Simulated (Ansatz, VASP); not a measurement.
# SnAs in two plane-wave programs

Wanted: the spread between two codes on one cell, functional and k mesh. The cell is taken from a series of VASP runs on this material, whose earlier steps may have relaxed, scaled or displaced it; both programs get it as it stands.

Calculated with Ansatz 0.2.0; plane waves, with VASP 6.6.1 beside it; band structure at PBEsol and band structure at PBEsol, spin-orbit coupling.

## 1. The structure

It takes space group Fm-3m (No. 225, cubic). Conventional cell: a = 5.717 Å, b = 5.717 Å, c = 5.717 Å, α = 90.00°, β = 90.00°, γ = 90.00°. Nearest to Sn lie 6 As at 2.86 Å. As has 6 Sn at 2.86 Å nearest. Farther neighbours are not listed.

Structure file:

```xyz
2
Lattice="0.0000 2.8586 2.8586 2.8586 0.0000 2.8586 2.8586 2.8586 0.0000" Properties=species:S:1:pos:R:3 pbc="T T T"
Sn    2.8586    2.8586    2.8586
As    0.0000    0.0000    0.0000
```

## 2. VASP: band structure, PBEsol

With cell and atoms fixed, the geometry can't cause a difference; cores, projectors, grids and the points listed under the comparison can.

Lines of VASP's logs that name or quote its potential files are left out, and so is its time.

The input, INCAR:

```
SYSTEM = SnAs
PREC = Accurate
ENCUT = 400
EDIFF = 1E-06
NELM = 100
ISMEAR = 0
SIGMA = 0.05
LREAL = .FALSE.
ALGO = Normal
GGA = PS
NBANDS = 21
LORBIT = 11
LWAVE = .FALSE.
LCHARG = .FALSE.
KPAR = 2
```

The input, POSCAR:

```
SnAs
1.0
    0.0000000000      2.8585767156      2.8585767156
    2.8585767156      0.0000000000      2.8585767156
    2.8585767156      2.8585767156      0.0000000000
Sn As
1 1
Direct
    0.5000000000      0.5000000000      0.5000000000
    0.0000000000      0.0000000000      0.0000000000
```

The input, KPOINTS:

```
Automatic mesh
0
Gamma
7 7 7
0 0 0
```

The input, KPOINTS_OPT:

```
Line mode
16
Line-mode
Reciprocal
  0.00000000   0.00000000   0.00000000 GAMMA
  0.50000000   0.00000000   0.50000000 X

  0.50000000   0.00000000   0.50000000 X
  0.50000000   0.25000000   0.75000000 W

  0.50000000   0.25000000   0.75000000 W
  0.37500000   0.37500000   0.75000000 K

  0.37500000   0.37500000   0.75000000 K
  0.00000000   0.00000000   0.00000000 GAMMA

  0.00000000   0.00000000   0.00000000 GAMMA
  0.50000000   0.50000000   0.50000000 L

  0.50000000   0.50000000   0.50000000 L
  0.62500000   0.25000000   0.62500000 U

  0.62500000   0.25000000   0.62500000 U
  0.50000000   0.25000000   0.75000000 W

  0.50000000   0.25000000   0.75000000 W
  0.50000000   0.50000000   0.50000000 L

  0.50000000   0.50000000   0.50000000 L
  0.37500000   0.37500000   0.75000000 K

  0.62500000   0.25000000   0.62500000 U
  0.50000000   0.00000000   0.50000000 X
```

Potentials, in the order of the species: Sn_d and As (PBE family, release 64).

On the command line:

```console
mpirun -np 2 vasp_std
```

Numbers of over 12 decimals in the logs are rounded to 6 here.

What it wrote:

```text
[banner, memory and clock lines left out]
running    2 mpi-ranks, on    1 nodes
 distrk:  each k-point on    1 cores,    2 groups
 distr:  one band on    1 cores,    1 groups

 POSCAR found type information on POSCAR SnAs
 POSCAR found :  2 types and       2 ions
|                                                                             |
|               ----> ADVICE to this user running VASP <----                  |
|                                                                             |
|     You enforced a specific xc type in the INCAR file but a different       |
|     [... a line on the potential file left out ...]
|     I HOPE YOU KNOW WHAT YOU ARE DOING!                                     |
|                                                                             |

 LDA part: xc-table for (Slater+PW92), standard interpolation
 POSCAR, INCAR and KPOINTS ok, starting setup
 FFT: planning ... GRIDC
 FFT: planning ... GRID_SOFT
 FFT: planning ... GRID
 WAVECAR not read
 entering main loop
       N       E                     dE             d eps       ncg     rms          rms(c)
DAV:   1     0.121752486173E+03    0.12175E+03   -0.76820E+03   911   0.984E+02
DAV:   2     0.250248757004E+01   -0.11925E+03   -0.11353E+03   891   0.307E+02
DAV:   3    -0.931483431969E+01   -0.11817E+02   -0.11739E+02   968   0.726E+01
DAV:   4    -0.960530673695E+01   -0.29047E+00   -0.29036E+00   990   0.117E+01
DAV:   5    -0.961095469900E+01   -0.56480E-02   -0.56477E-02  1005   0.175E+00    0.276E+00
DAV:   6    -0.950999420018E+01    0.10096E+00   -0.13444E-01  1272   0.341E+00    0.161E+00
DAV:   7    -0.950156597995E+01    0.84282E-02   -0.39055E-02  1110   0.126E+00    0.524E-01
DAV:   8    -0.950052738173E+01    0.10386E-02   -0.40261E-03  1145   0.555E-01    0.700E-02
DAV:   9    -0.950049055785E+01    0.36824E-04   -0.39219E-04  1168   0.183E-01    0.591E-02
DAV:  10    -0.950049052540E+01    0.32450E-07   -0.38991E-05   998   0.368E-02    0.239E-02
DAV:  11    -0.950048840262E+01    0.21228E-05   -0.11691E-05  1219   0.317E-02    0.577E-03
DAV:  12    -0.950048868028E+01   -0.27766E-06   -0.11537E-06   792   0.558E-03
   1 F= -.95004887E+01 E0= -.94991890E+01  d E =-.259945E-02
 Start KPOINTS_OPT (optional k-point list driver)
k-point batch [1-20\160]
       N       E                     dE             ncg
DAV:   1     0.316492029641E+02   -0.67774E+04      932
DAV:   2    -0.238821148137E+04   -0.24199E+04      878
DAV:   3    -0.263414320882E+04   -0.24593E+03      971
DAV:   4    -0.264021746586E+04   -0.60743E+01     1008
DAV:   5    -0.264033761585E+04   -0.12015E+00     1084
DAV:   6    -0.264034270591E+04   -0.50901E-02     1135
DAV:   7    -0.264034285908E+04   -0.15317E-03     1181
DAV:   8    -0.264034286180E+04   -0.27143E-05      897
DAV:   9    -0.264034286189E+04   -0.94864E-07      721
[...]
k-point batch [141-160\160]
       N       E                     dE             ncg
DAV:   1    -0.305030842058E+03   -0.11909E+05      926
DAV:   2    -0.254523937810E+04   -0.22402E+04      873
DAV:   3    -0.275687817737E+04   -0.21164E+03     1044
DAV:   4    -0.276162191714E+04   -0.47437E+01     1049
DAV:   5    -0.276172491859E+04   -0.10300E+00     1009
DAV:   6    -0.276173014756E+04   -0.52290E-02     1207
DAV:   7    -0.276173024776E+04   -0.10020E-03     1062
DAV:   8    -0.276173024858E+04   -0.82249E-06      902
```

From OUTCAR (step 2):

```text
ion  position               nearest neighbor table
   1  0.500  0.500  0.500-   2 2.86   2 2.86   2 2.86   2 2.86   2 2.86   2 2.86
   2  0.000  0.000  0.000-   1 2.86   1 2.86   1 2.86   1 2.86   1 2.86   1 2.86

  LATTYP: Found a face centered cubic cell.
 ALAT       =     5.7171534312

 Subroutine GETGRP returns: Found 48 space group operations
 (whereof 48 operations were pure point group operations)

The static configuration has the point symmetry O_h .

 Found     20 irreducible k-points:

   k-points           NKPTS =     20   k-points in BZ     NKDIM =     20   number of bands    NBANDS=     21

   dimension x,y,z NGX =    28 NGY =   28 NGZ =   28
   dimension x,y,z NGXF=    56 NGYF=   56 NGZF=   56

   ENCUT  =  400.0 eV  29.40 Ry    5.42 a.u.   6.59  6.59  6.59*2*pi/ulx,y,z

   NELECT =      19.0000    total number of electrons

 k-points in reciprocal lattice and weights: Automatic mesh
   0.00000000  0.00000000  0.00000000       0.003
   0.14285714  0.00000000  0.00000000       0.023
   0.28571429  0.00000000  0.00000000       0.023
   0.42857143  0.00000000  0.00000000       0.023
   0.14285714  0.14285714  0.00000000       0.017
   0.28571429  0.14285714  0.00000000       0.070
   0.42857143  0.14285714  0.00000000       0.070
  -0.42857143  0.14285714  0.00000000       0.070
  -0.28571429  0.14285714  0.00000000       0.070
[...]
-0.42857143  0.42857143  0.14285714       0.070
  -0.28571429  0.42857143  0.14285714       0.070

 average (electrostatic) potential at core
       1 -99.9052       2 -47.4599

 E-fermi :   6.9580

 k-point     1 :       0.0000    0.0000    0.0000
  band No.  band energies     occupation
    ...
      6      -6.2629      2.00000
      7       4.2984      2.00000
      8       5.8616      2.00000
      9       5.8616      2.00000
     10       5.8616      2.00000
     11      12.4359      0.00000
     12      12.4359      0.00000
     13      12.4359      0.00000
     14      12.9520      0.00000
     15      12.9520      0.00000
    ...

 k-point     2 :       0.1429    0.0000    0.0000
  band No.  band energies     occupation
    ...
      6      -6.0184      2.00000
      7       2.6997      2.00000
      8       5.8910      2.00000
      9       5.8910      2.00000
     10       6.9686      0.76345
     11      11.1957      0.00000
     12      11.1957      0.00000
     13      11.2875      0.00000
     14      12.9695      0.00000
     15      13.5127      0.00000
    ...

 k-point     3 :       0.2857    0.0000    0.0000
  band No.  band energies     occupation
    ...
      5     -14.4696      2.00000
      6      -5.3168      2.00000
      7       0.5134      2.00000
      8       6.0310      2.00000
      9       6.0310      2.00000
     10       7.6806      0.00000
     11       9.5627      0.00000
     12       9.5627      0.00000
     13      10.0981      0.00000
     14      13.8375      0.00000
    ...

  Total       -0.0082634     -0.0082634     -0.0082634     -0.0000000      0.0000000     -0.0000000
  in kB       -0.2833932     -0.2833932     -0.2833932     -0.0000000      0.0000000     -0.0000000
  external PRESSURE =      -0.2833932 kB  Pullay stress =       0.0000000 kB

  energy-cutoff  :      400.00
  volume of cell :       46.72
      direct lattice vectors                 reciprocal lattice vectors
     0.000000000  2.858576716  2.858576716    -0.174912220  0.174912220  0.174912220
     2.858576716  0.000000000  2.858576716     0.174912220 -0.174912220  0.174912220
     2.858576716  2.858576716  0.000000000     0.174912220  0.174912220 -0.174912220

 POSITION                                       TOTAL-FORCE (eV/Angst)
 -----------------------------------------------------------------------------------
      2.85858      2.85858      2.85858        -0.000000     -0.000000     -0.000000
      0.00000      0.00000      0.00000         0.000000      0.000000      0.000000
 -----------------------------------------------------------------------------------
    total drift:                                0.000000      0.000000      0.000000

  FREE ENERGIE OF THE ION-ELECTRON SYSTEM (eV)
  ---------------------------------------------------
  free  energy   TOTEN  =        -9.5004886803 eV

  energy  without entropy=       -9.4978892350  energy(sigma->0) =       -9.49918896

 total charge
# of ion       s       p       d       tot
------------------------------------------
    1        1.224   0.950  10.016  12.190
    2        1.266   1.441   0.034   2.742
--------------------------------------------------
tot          2.491   2.391  10.050  14.932

[... 3 further parts left out ...]
```

Spin-orbit coupling is off here; with elements this heavy it splits and shifts levels by tenths of an eV or more.

## 3. Ansatz: band structure, PBEsol

Ansatz runs on its default PAW (the set named soft_2) files.

The same cell, functional, mesh and smearing now go to Ansatz, which takes its cutoff from its data sets.

The input, input.yaml:

```yaml
crystal:
  lattice:
    - [0.0, 2.8585767156, 2.8585767156]
    - [2.8585767156, 0.0, 2.8585767156]
    - [2.8585767156, 2.8585767156, 0.0]
  atoms:
    - { symbol: Sn, position: [0.5, 0.5, 0.5] }
    - { symbol: As, position: [0.0, 0.0, 0.0] }
hamiltonian:
  xc: pbesol
  pseudopotentials: { kind: paw }
kpoints:
  mp_grid: { grid: [7, 7, 7] }
  band_path:
    path:
      - [0.0, 0.0, 0.0]
      - [0.16667, 0.0, 0.16667]
      - [0.33333, 0.0, 0.33333]
      - [0.5, 0.0, 0.5]
      - [0.5, 0.08333, 0.58333]
      - [0.5, 0.18333, 0.68333]
      - [0.5, 0.25, 0.75]
      - [0.45, 0.3, 0.75]
      - [0.40833, 0.34167, 0.75]
      - [0.35, 0.35, 0.7]
      - [0.225, 0.225, 0.45]
      - [0.075, 0.075, 0.15]
      - [0.03333, 0.03333, 0.03333]
      - [0.23333, 0.23333, 0.23333]
      - [0.4, 0.4, 0.4]
      - [0.51667, 0.46667, 0.51667]
      - [0.55833, 0.38333, 0.55833]
      - [0.60833, 0.28333, 0.60833]
      - [0.60833, 0.25, 0.64167]
      - [0.55833, 0.25, 0.69167]
      - [0.51667, 0.25, 0.73333]
      - [0.5, 0.3, 0.7]
      - [0.5, 0.38333, 0.61667]
      - [0.5, 0.48333, 0.51667]
      - [0.475, 0.475, 0.55]
      - [0.425, 0.425, 0.65]
      - [0.38333, 0.38333, 0.73333]
      - [0.59167, 0.18333, 0.59167]
      - [0.55, 0.1, 0.55]
      - [0.5, 0.0, 0.5]
    npoints: 1
scf:
  occupations: { method: gaussian, width: 0.05 }
  n_extra_bands: 7
output:
  forces: true
  stress: true
  eigenvalues: true
```

On the command line:

```console
ansatz run input.yaml --threads 2 --pin off --max-ram 4608MiB --backend cpu --events-out ev --progress --plain --runs-dir out
```

What it wrote:

```text
scf.n_extra_bands = 7 over 15 filled bands (N_el = 29.0): the run solves 22 bands
Engine: ansatz 0.2.0, aarch64-unknown-linux-gnu
Pseudopotentials: kind: paw
Pseudopotential: Sn, paw, valence charge 14, recommended cutoff 420 eV (normal), Sn.paw.azcp
Pseudopotential: As, paw, valence charge 15, recommended cutoff 420 eV (normal), As.paw.azcp
Functional definition: PBEsol
  exchange = pbesol_x
  correlation = pbesol_c
Crystal: 2 atoms, lattice volume = 46.717 Å³
Basis set: ecut = 420 eV, 941 PW (Γ), exchange–correlation on 60×60×60 points (8 copies of the dense FFT grid, shifted against one another)
Bands: 22, of which v1, the nominal top of the filled ones, is band 15 counted from 1 (14 counted from 0)
Symmetry: 48 space group operations
Space group: Fm-3m (ITA 225), of the structure as read, at distance tolerance 3.6e-5 Å
k-points: 20 of 343
Non-local potential: Sn, projectors of the file, l = 0: 2, l = 1: 2, l = 2: 2, l = 3: 2
Non-local potential: As, projectors of the file, l = 0: 2, l = 1: 2, l = 2: 3, l = 3: 1
PAW form: soft (Blöchl's): semilocal exchange-correlation on the pseudo side does not see the compensation charge
PAW frozen core: Sn, regenerated for the run's functional, and the local potential with it (the file was generated under x = pbe(κ = 0.804, μ = 0.219515), c = pbe(β = 0.066725))
PAW frozen core: As, regenerated for the run's functional, and the local potential with it (the file was generated under x = pbe(κ = 0.804, μ = 0.219515), c = pbe(β = 0.066725))
PAW one-centre angular grid: Sn, 590 points (default); XC on 64 Gauss nodes
PAW one-centre angular grid: As, 590 points (default); XC on 64 Gauss nodes
Initial density: superposition of atomic densities (neutral atoms: chi_scale 0, normalization atom), corrected by the library's trained network
Initial wavefunctions: pseudopotential atomic-orbital guess
Functional: x = pbesol(κ = 0.804, μ = 0.123457), c = pbesol(β = 0.046)
SCF iter   1: F=—  HF=-10762.941220 eV  |F-HF|=—  |Δ(HF+E_count)|=         —  Δρ=3.04e-3  dr2=6.46e-3  ethr=1.77e-3  ⟨swp⟩=6.4  Hψ=2201  notcnv=0
preconditioner: auto → Kerker (q_TF=auto, 2.520 Å⁻¹)  [metal: Δε(μ)=0.023 eV  Ē_g=20.836 eV  σ=0.050 eV  W_gap=0.25  n_scr=14 (ndim 8)  ℏωp=23.7 eV  f_vac=0.000  D(μ)=2.01/eV (n_scr^D=14)]
SCF iter   2: F=—  HF=-10762.938278 eV  |F-HF|=—  |Δ(HF+E_count)|=   2.94e-3  Δρ=1.85e-3  dr2=2.24e-3  ethr=2.23e-5  ⟨swp⟩=2.5  Hψ=861  notcnv=0  defer=12
preconditioner: auto → none  [insulator: Δε(μ)=0.361 eV  Ē_g=20.884 eV  σ=0.050 eV  W_gap=0.51  n_scr=14 (ndim 8)  ℏωp=23.7 eV  f_vac=0.000  D(μ)=2.07/eV (n_scr^D=14)  ε∞_Penn≈2.3]
SCF iter   3: F=—  HF=-10762.937688 eV  |F-HF|=—  |Δ(HF+E_count)|=   5.90e-4  Δρ=5.51e-4  dr2=7.15e-5  ethr=7.71e-6  ⟨swp⟩=2.0  Hψ=587  notcnv=0  defer=12
SCF iter   4: F=—  HF=-10762.937639 eV  |F-HF|=—  |Δ(HF+E_count)|=   4.89e-5  Δρ=1.28e-4  dr2=4.36e-6  ethr=2.47e-7  ⟨swp⟩=2.0  Hψ=666  notcnv=0  defer=12
SCF iter   5: F=—  HF=-10762.937641 eV  |F-HF|=—  |Δ(HF+E_count)|=   1.94e-6  Δρ=1.43e-5  dr2=1.01e-7  ethr=1.50e-8  ⟨swp⟩=2.1  Hψ=458  notcnv=0  defer=12
SCF iter   6: F=-10762.937641 eV  HF=-10762.937641 eV  |F-HF|=5.75e-9  |Δ(HF+E_count)|=   3.26e-8  Δρ=3.96e-6  dr2=4.78e-9  ethr=3.45e-10  ⟨swp⟩=7.8  Hψ=1960  notcnv=0
SCF 1 converged in 6 iterations: F = -10762.937641 eV  dr2 = 4.78e-9
  greatest PAW one-centre occupation: 0.999 electrons in one spin orbital (limit 2), on the As atom at site 1 (counted from 0), in its partial waves of l = 2
NSCF: frozen V_eff on 30 k-points
SCF converged after 6 iterations
Free energy (F): -10762.937641 eV
Harris-Foulkes:  -10762.937641 eV  (|F-HF|=5.75e-9)
Internal energy: -10762.935027 eV  (E = F + TS)
E sigma→0 (E₀):  -10762.936334 eV
Entropy (-TS):   -0.002613 eV (-1.307 meV/atom)
Fermi energy:    10.999365 eV
--- Per-component energies (eV) ---
  E_band       = -299.842017
  E_kinetic    = 290.518367
  E_local      = -2473.261290  (includes V_loc(G=0)·N_el)
  E_nonlocal   = -698.776194
  E_hartree    = 1440.945101
  E_xc         = -458.368837
  E_vxc        = -176.731029  (∫ρ·V_xc dr)
  E_paw        = -5858.054106  (= ΣΔE_a)
  E_vpaw       = -123.478121  (= ΣTr[D̂ρ^β])
  E_aug_tail   = 0.000009  (compensation charges beyond the density's cutoff)
  E_ewald      = -3007.189345
  E_core_change = 1.251268  (= ΣΔE_core)
  E_smearing   = -0.002613  (= −TS)
  E_closure    = -0.000000  (closes the sum)
  Σ components = -10762.937641   (vs F -10762.937641, Δ=0.00e0)
--- Forces (eV/Å), atoms counted from 1 ---
  atom   1  Sn     0.00000000    -0.00000000     0.00000000
  atom   2  As    -0.00000000     0.00000000     0.00000000
  max |Σ_I F_I| component: 2.77e-29 eV/Å
--- Stress (GPa, compression-positive) ---
       -0.082993      -0.000000      -0.000000
        0.000000      -0.082993       0.000000
       -0.000000       0.000000      -0.082993
  P = ⅓ Tr σ = -0.0830 GPa (-0.830 kbar)
--- Band table (eV; the first three rows and the last of 20) ---
  k-point 0: bands = [... 11 lower, 8.3275, 9.9019, 9.9019, 9.9019, 16.4790, 16.4790, 16.4790, 17.0059, ... 3 higher]
  k-point 1: bands = [... 11 lower, 6.7353, 9.9314, 9.9314, 11.0046, 15.2410, 15.2410, 15.3308, 17.0183, ... 3 higher]
  k-point 2: bands = [... 11 lower, 4.5537, 10.0709, 10.0709, 11.7176, 13.6084, 13.6084, 14.1394, 17.8833, ... 3 higher]
  k-point 19: bands = [... 11 lower, 3.7078, 5.9716, 6.9960, 11.1976, 13.7312, 16.5450, 17.6632, 18.6817, ... 3 higher]
```

Elapsed: 1.5 s, on 2 threads of Arm Neoverse V2, shared host; peak memory 0.31 GiB.

## 4. Comparison

Known differences besides the potentials themselves: the data sets hold 29 valence electrons in Ansatz (default PAW (the set named soft_2) files) and 19 in VASP; the cutoff is 420 eV in Ansatz and 400 eV in VASP; Ansatz makes its cores anew for this functional, VASP keeps those of its PBE data sets; VASP leaves aspherical gradient terms in its spheres out (LASPH is not set), Ansatz keeps them. Total energies have different zeros and are not compared.

The two programs side by side:

```csv
quantity,Ansatz,VASP,difference
pressure (GPa),-0.08,-0.03,-0.05
```

Levels from 3 eV below to 2 eV above the Fermi level differ by 3 meV r.m.s. and 12 meV at most; each VASP level is matched to the nearest of Ansatz, which flatters the figure a little. Ansatz's pressure holds a Pulay correction of 0.04 GPa; VASP's holds none.

## 5. Ansatz: band structure, PBEsol, spin-orbit coupling

A single point gives forces, pressure and levels at one fixed geometry, so differences don't come from the geometry; what else differs is listed under the comparison.

The cell is taken from a series of VASP runs on this material, whose earlier steps may have relaxed, scaled or displaced it; both programs get it as it stands.

input.yaml: that of step 3 with these lines changed.

```diff
@@ -10,5 +10,8 @@
   xc: pbesol
-  pseudopotentials: { kind: paw }
+  pseudopotentials: { kind: paw_fr }
+magnetization:
+  noncollinear: true
+  spin_orbit: true
 kpoints:
-  mp_grid: { grid: [7, 7, 7] }
+  mp_grid: { grid: [6, 6, 6] }
   band_path:
@@ -48,3 +51,3 @@
   occupations: { method: gaussian, width: 0.05 }
-  n_extra_bands: 7
+  n_extra_bands: 14
 output:
```

What it wrote:

```text
[...]
non-collinear run that drives no moment, with spin-orbit: no starting moment large enough to seed its density (crystal.atoms[].spin), no starting occupations that ask for one, no magnetisation constraint and no magnetic field, so the semilocal B_xc is pinned to zero
Crystal: 2 atoms, lattice volume = 46.717 Å³
[...]
k-point 1: bands = [... 25 lower, 9.7758, 10.0739, 10.0739, 11.2000, 11.2000, 14.6180, 14.6180, 15.1365, ... 10 higher]
  k-point 2: bands = [... 25 lower, 10.0149, 10.2564, 10.2564, 11.7712, 11.7712, 12.9518, 12.9518, 13.3397, ... 10 higher]
  k-point 15: bands = [... 25 lower, 5.5879, 6.7808, 6.7808, 10.3054, 10.3054, 14.9363, 14.9363, 15.3601, ... 10 higher]
[key lines of the parts left out:]
SCF converged after 7 iterations
Magnetization: |M| = 0.0000 μB,  M = (+0.0000, +0.0000, +0.0000) μB
Free energy (F): -10765.149755 eV
Fermi energy:    10.729482 eV
P = ⅓ Tr σ = -0.4257 GPa (-4.257 kbar)
```

Wall time 10 s (2 threads); peak memory 0.49 GiB.

[end of part 1 of 2]

[Lines on the potential files, build, host, timing and source positions are cut from VASP's logs without a mark.]

[Logs are printed without paths, hosts, clocks, repeated set-up lines and the standing remarks that a program may print on its own settings, such as how far it seeks lower states.]

[Hosts, paths, dates, database ids (printed as entryN), source tags and the programs' standing remarks are cut or masked in the printed files.]
